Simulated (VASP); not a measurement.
# Rb2TlBiCl6 (Fm-3m) in VASP: single point with r2SCAN

Aim: the single point of Rb2TlBiCl6 with r2SCAN.

Program: VASP 6.6.1. These are calculated values, not measurements. Logs are shortened: lines on timing, memory, paths and dates and some standing lists are left out, and cuts for length are marked.

### Step 1. The crystal as given

The structure is cubic, space group Fm-3m (No. 225). The conventional cell has a = 10.993 Å, b = 10.993 Å, c = 10.993 Å, α = 90.00°, β = 90.00°, γ = 90.00°. Tl (site symmetry m-3m) has 6 Cl at 2.77 Å as nearest neighbours. Bi (site symmetry m-3m) is surrounded by 6 Cl at 2.72 Å. Rb (site symmetry -43m) is surrounded by 12 Cl at 3.89 Å. Cl (site symmetry 4mm) is surrounded by 1 Bi at 2.72 Å and 1 Tl at 2.77 Å.

The cell was built by a generator and needn't be a form met in nature.

### Step 2. Single point, r2SCAN

Input file POSCAR:

```
Rb2TlBiCl6
1.0
    0.0000000000      5.4963730000      5.4963730000
    5.4963730000      0.0000000000      5.4963730000
    5.4963730000      5.4963730000      0.0000000000
Tl Bi Rb Cl
1 1 2 6
Direct
    0.0000000000      0.0000000000      0.0000000000
    0.5000000000      0.5000000000      0.5000000000
    0.2500000000      0.2500000000      0.2500000000
    0.7500000000      0.7500000000      0.7500000000
    0.7477000000      0.2523000000      0.2523000000
    0.2523000000      0.7477000000      0.2523000000
    0.2523000000      0.7477000000      0.7477000000
    0.7477000000      0.2523000000      0.7477000000
    0.2523000000      0.2523000000      0.7477000000
    0.7477000000      0.7477000000      0.2523000000
```

Input file INCAR.step1:

```
PREC = Accurate ; ENCUT = 520
ISMEAR = -1 ; SIGMA = 0.1
LREAL = False ; LASPH = True
NELM = 60 ; NBANDS = 55
GGA = PE ; ALGO = Normal
EDIFF = 1E-4 ; LWAVE = True
LCHARG = False
```

Input file INCAR.step2:

```
PREC = Accurate ; ENCUT = 520
EDIFF = 1E-6 ; ISMEAR = -1
SIGMA = 0.1 ; LREAL = False
LASPH = True ; NELM = 60
ALGO = Normal ; ISIF = 2
LWAVE = False ; LCHARG = True
METAGGA = R2SCAN ; LMIXTAU = True
LELF = True ; LVHAR = True
NBANDS = 55 ; ISTART = 1
```

Input file KPOINTS:

```
Automatic mesh
0
Gamma
  4 4 4
```

Potentials or basis: VASP PAW PBE potentials, release 64 (Tl_d, Bi_d, Rb_sv, Cl).

Launch:

```bash
cat potpaw_PBE.64/Tl_d/POTCAR potpaw_PBE.64/Bi_d/POTCAR potpaw_PBE.64/Rb_sv/POTCAR potpaw_PBE.64/Cl/POTCAR > POTCAR
cp INCAR.step1 INCAR
mpirun -np 1 vasp_std > vasp.out
cp INCAR.step2 INCAR
mpirun -np 1 vasp_std > vasp.out
```

OUTCAR:

```text
PREC = Accurate
   ENCUT = 520
   EDIFF = 1E-6
   ISMEAR = -1
   LREAL = False
   LASPH = True
   NELM = 60
   ISIF = 2
   METAGGA = R2SCAN
   ISTART = 1

 ion  position               nearest neighbor table
   1  0.000  0.000  0.000-   5 2.77   6 2.77   7 2.77   8 2.77   9 2.77  10 2.77   4 4.76   3 4.76
                             4 4.76   3 4.76   4 4.76   4 4.76   3 4.76   3 4.76
   2  0.500  0.500  0.500-   5 2.72   6 2.72   7 2.72   8 2.72   9 2.72  10 2.72   3 4.76   3 4.76
                             4 4.76   4 4.76   3 4.76   3 4.76   4 4.76   4 4.76
   3  0.250  0.250  0.250-   5 3.89   6 3.89   9 3.89   7 3.89   8 3.89   9 3.89   6 3.89   7 3.89
                            10 3.89   5 3.89   8 3.89  10 3.89   1 4.76   2 4.76   2 4.76   1 4.76
   4  0.750  0.750  0.750-   6 3.89   7 3.89   9 3.89   5 3.89   8 3.89   9 3.89   5 3.89   6 3.89
                            10 3.89   7 3.89   8 3.89  10 3.89   2 4.76   1 4.76   2 4.76   1 4.76
   5  0.748  0.252  0.252-   2 2.72   1 2.77   3 3.89   3 3.89   4 3.89   4 3.89
   6  0.252  0.748  0.252-   2 2.72   1 2.77   3 3.89   3 3.89   4 3.89   4 3.89
   7  0.252  0.748  0.748-   2 2.72   1 2.77   3 3.89   3 3.89   4 3.89   4 3.89
   8  0.748  0.252  0.748-   2 2.72   1 2.77   3 3.89   3 3.89   4 3.89   4 3.89
   9  0.252  0.252  0.748-   2 2.72   1 2.77   3 3.89   3 3.89   4 3.89   4 3.89
  10  0.748  0.748  0.252-   2 2.72   1 2.77   3 3.89   3 3.89   4 3.89   4 3.89

  LATTYP: Found a face centered cubic cell.
 ALAT       =    10.9927460000

  Lattice vectors:

 A1 = (   0.0000000000,   5.4963730000,   5.4963730000)
 A2 = (   5.4963730000,   0.0000000000,   5.4963730000)
 A3 = (   5.4963730000,   5.4963730000,   0.0000000000)

Analysis of symmetry for initial positions (statically):
=====================================================================
 Subroutine PRICEL returns:
 Original cell was already a primitive cell.

 Routine SETGRP: Setting up the symmetry group for a
 face centered cubic supercell.

 Subroutine GETGRP returns: Found 48 space group operations
 (whereof 48 operations were pure point group operations)
 out of a pool of 48 trial point group operations.

The static configuration has the point symmetry O_h .

Analysis of symmetry for dynamics (positions and initial velocities):
=====================================================================
 Subroutine PRICEL returns:
 Original cell was already a primitive cell.

 Routine SETGRP: Setting up the symmetry group for a
 face centered cubic supercell.

 Subroutine GETGRP returns: Found 48 space group operations
 (whereof 48 operations were pure point group operations)
 out of a pool of 48 trial point group operations.

The dynamic configuration has the point symmetry O_h .

 Subroutine INISYM returns: Found 48 space group operations
 (whereof 48 operations are pure point group operations),
 and found     1 'primitive' translations

----------------------------------------------------------------------------------------

                                     Primitive cell

  volume of cell :     332.0921

  direct lattice vectors                    reciprocal lattice vectors
     0.000000000  5.496373000  5.496373000    -0.090969081  0.090969081  0.090969081
     5.496373000  0.000000000  5.496373000     0.090969081 -0.090969081  0.090969081
     5.496373000  5.496373000  0.000000000     0.090969081  0.090969081 -0.090969081

  length of vectors
     7.773045240  7.773045240  7.773045240     0.157563070  0.157563070  0.157563070

  position of ions in fractional coordinates (direct lattice)
     0.000000000  0.000000000  0.000000000
     0.500000000  0.500000000  0.500000000
     0.250000000  0.250000000  0.250000000
     0.750000000  0.750000000  0.750000000
     0.747700000  0.252300000  0.252300000
     0.252300000  0.747700000  0.252300000
     0.252300000  0.747700000  0.747700000
     0.747700000  0.252300000  0.747700000
     0.252300000  0.252300000  0.747700000
     0.747700000  0.747700000  0.252300000

  ion indices of the primitive-cell ions
   primitive index   ion index
                 1           1
                 2           2
                 3           3
                 4           4
                 5           5
                 6           6
                 7           7
                 8           8
                 9           9
                10          10

----------------------------------------------------------------------------------------

 KPOINTS: Automatic mesh

Automatic generation of k-mesh.
 Grid dimensions read from file:
 generate k-points for:    4    4    4

 Generating k-lattice:

  Cartesian coordinates                     Fractional coordinates (reciprocal lattice)
    -0.022742270  0.022742270  0.022742270     0.250000000  0.000000000  0.000000000
     0.022742270 -0.022742270  0.022742270     0.000000000  0.250000000  0.000000000
     0.022742270  0.022742270 -0.022742270     0.000000000  0.000000000  0.250000000

  Length of vectors
     0.039390768  0.039390768  0.039390768

  Shift w.r.t. Gamma in fractional coordinates (k-lattice)
     0.000000000  0.000000000  0.000000000

 Subroutine IBZKPT returns following result:
 ===========================================

 Found      8 irreducible k-points:

 Following reciprocal coordinates:
            Coordinates               Weight
  0.000000  0.000000  0.000000      1.000000
  0.250000  0.000000  0.000000      8.000000
  0.500000  0.000000  0.000000      4.000000
  0.250000  0.250000  0.000000      6.000000
  0.500000  0.250000  0.000000     24.000000
 -0.250000  0.250000  0.000000     12.000000
  0.500000  0.500000  0.000000      3.000000
 -0.250000  0.500000  0.250000      6.000000
   k-points           NKPTS =      8   k-points in BZ     NKDIM =      8   number of bands    NBANDS=     55
   number of dos      NEDOS =    301   number of ions     NIONS =     10
   total plane-waves  NPLWV = 216000
   dimension x,y,z NGX =    60 NGY =   60 NGZ =   60
   dimension x,y,z NGXF=   120 NGYF=  120 NGZF=  120
   ions per type =               1   1   2   6
   NGX,Y,Z   is equivalent  to a cutoff of  12.83, 12.83, 12.83 a.u.
   NGXF,Y,Z  is equivalent  to a cutoff of  25.66, 25.66, 25.66 a.u.
 SYSTEM =  unknown system
   PREC   = accura    normal or accurate (medium, high low for compatibility)
   ISTART =      1    job   : 0-new  1-cont  2-samecut
   ICHARG =      0    charge: 1-file 2-atom 10-const
   ISPIN  =      1    spin polarized calculation?
   LNONCOLLINEAR =      F non collinear calculations
   LSORBIT =      F    spin-orbit coupling
   LASPH  =      T    aspherical Exc in radial PAW
   ENCUT  =  520.0 eV  38.22 Ry    6.18 a.u.  14.45 14.45 14.45*2*pi/ulx,y,z
   NELM   =     60;   NELMIN=  2; NELMDL=  0     # of ELM steps
   EDIFF  = 0.1E-05   stopping-criterion for ELM
   LREAL  =      F    real-space projection
   EDIFFG = 0.1E-04   stopping-criterion for IOM
   NSW    =      0    number of steps for IOM
   IBRION =     -1    ionic relax: 0-MD 1-quasi-New 2-CG
   NFREE  =      0    steps in history (QN), initial steepest desc. (CG)
   ISIF   =      2    stress and relaxation
   ISYM   =      2    0-nonsym 1-usesym 2-fastsym
   POTIM  = 0.5000    time-step for ionic-motion
   TEBEG  =    0.0;   TEEND  =   0.0 temperature during run
   PSTRESS=    0.0 pullay stress
   NELECT =      88.0000    total number of electrons
   NUPDOWN=      -1.0000    fix difference up-down
   EMIN   =  10.00;   EMAX   =-10.00  energy-range for DOS
   EFERMI =   0.00;   METHOD = LEGACY
   ISMEAR =    -1;   SIGMA  =   0.10  broadening in eV -4-tet -1-fermi 0-gaus
   EFERMI_NEDOS =   21; number of points for ismear=-14 and -15
   IALGO  =     38    algorithm
   IMIX   =      4    mixing-type and parameters
     AMIX     =   0.40;   BMIX     =  1.00
     AMIX_MAG =   1.60;   BMIX_MAG =  1.00
  volume/ion in A,a.u.               =      33.21       224.11
  Fermi-wavevector in a.u.,A,eV,Ry     =   1.051517  1.987079 15.043791  1.105687
  Thomas-Fermi vector in A             =   2.186563
   LORBIT       =      0    0 simple, 1 ext, 2 COOP (PROOUT), +10 PAW based schemes
   METAGGA = R2SCAN    functional components
   LHFCALC =     F    Hartree Fock is set to
   AEXX    =    0.0000 exact exchange contribution
   IVDW    =     0    specifies the selected vdW correction
   LEPSILON=     F    determine dielectric tensor
   LRPA    =     F    only Hartree local field effects (RPA)
 non-spin polarized calculation
  energy-cutoff  :      520.00
  volume of cell :      332.09
 maximum number of plane-waves:      8964
 NGX is ok and might be reduce to    60
   NGX = 29   NGY = 29   NGZ = 29

 number of electron      87.9999994 magnetization

 Free energy of the ion-electron system (eV)
  ---------------------------------------------------
  ext. energy  EPLUGINS =         0.00000000
  ---------------------------------------------------
  free energy    TOTEN  =      -191.08878037 eV

  energy without entropy =     -191.08854257  energy(sigma->0) =     -191.08866147

 E-fermi :   2.9518     XC(G=0):  -8.1960

 val. band max:        2.4239880400   @ k =   0.0000   0.0000   0.0000
 cond. band min:       3.6235451781   @ k =   0.0000   0.0000   0.0000
 fundamental gap:      1.1995571381
 Fermi energy:         2.9517534374

 k-point     1 :       0.0000    0.0000    0.0000
  band No.  band energies     occupation
      1     -26.3139      2.00000
      2     -26.3127      2.00000
      3     -22.5915      2.00000
      4     -22.5915      2.00000
      5     -22.5461      2.00000
      6     -22.5461      2.00000
[... 47 lines left out ...]
     54       7.6181      0.00000
[... 405 lines left out ...]
     54       7.8880      0.00000
     55       8.0461      0.00000

------------------------ aborting loop because EDIFF is reached ----------------------------------------

  FORCE on cell =-STRESS in cart. coord.  units (eV):
  Direction    XX          YY          ZZ          XY          YZ          ZX
  --------------------------------------------------------------------------------------
  -------------------------------------------------------------------------------------
  Total        3.7422205      3.7422205      3.7422205     -0.0000000     -0.0000000     -0.0000000
  in kB       18.0543297     18.0543297     18.0543297     -0.0000000     -0.0000000     -0.0000000
  external PRESSURE =      18.0543297 kB  Pullay stress =       0.0000000 kB

 VOLUME and BASIS-vectors are now :
 -----------------------------------------------------------------------------
  energy-cutoff  :      520.00
  volume of cell :      332.09
      direct lattice vectors                 reciprocal lattice vectors
     0.000000000  5.496373000  5.496373000    -0.090969081  0.090969081  0.090969081
     5.496373000  0.000000000  5.496373000     0.090969081 -0.090969081  0.090969081
     5.496373000  5.496373000  0.000000000     0.090969081  0.090969081 -0.090969081

 POSITION                                       TOTAL-FORCE (eV/Angst)
 -----------------------------------------------------------------------------------
      0.00000      0.00000      0.00000        -0.000000      0.000000      0.000000
      5.49637      5.49637      5.49637        -0.000000      0.000000      0.000000
      2.74819      2.74819      2.74819        -0.000000     -0.000000     -0.000000
      8.24456      8.24456      8.24456         0.000000      0.000000      0.000000
      2.77347      5.49637      5.49637         0.809136      0.000000      0.000000
      5.49637      2.77347      5.49637        -0.000000      0.809136      0.000000
      8.21928      5.49637      5.49637        -0.809136      0.000000      0.000000
      5.49637      8.21928      5.49637        -0.000000     -0.809136      0.000000
      5.49637      5.49637      2.77347        -0.000000      0.000000      0.809136
      5.49637      5.49637      8.21928        -0.000000      0.000000     -0.809136
 -----------------------------------------------------------------------------------
    total drift:                                0.000000      0.000000      0.000000

  FREE ENERGIE OF THE ION-ELECTRON SYSTEM (eV)
  ---------------------------------------------------
  free  energy   TOTEN  =      -191.0887803722 eV

  energy  without entropy=     -191.0885425724  energy(sigma->0) =     -191.08866147
```

It took 9.6 min on 1 thread of AMD EPYC 9R45 (Zen 5), shared host; peak memory 0.6 GiB.

Results:

```
Free energy            : -191.0888 eV
Pressure               : 1.8 GPa
Largest force          : 0.809 eV/Å
Band gap on the k mesh : 1.20 eV, direct
```

Forces on the atoms (eV/Å):
```
Tl   0.000  0.000  0.000
Bi   0.000  0.000  0.000
Rb   0.000  0.000  0.000
Rb   0.000  0.000  0.000
Cl   0.809  0.000  0.000
Cl   0.000  0.809  0.000
Cl  -0.809  0.000  0.000
Cl   0.000 -0.809  0.000
Cl   0.000  0.000  0.809
Cl   0.000  0.000 -0.809
```

Caveat: the PAW data sets were made with another functional, which shifts forces and pressure a little; spin-orbit coupling is left out, which as a rule narrows the gap of such compounds by several tenths of an eV. r2SCAN opens gaps a little over a GGA but as a rule still falls short of measured ones.
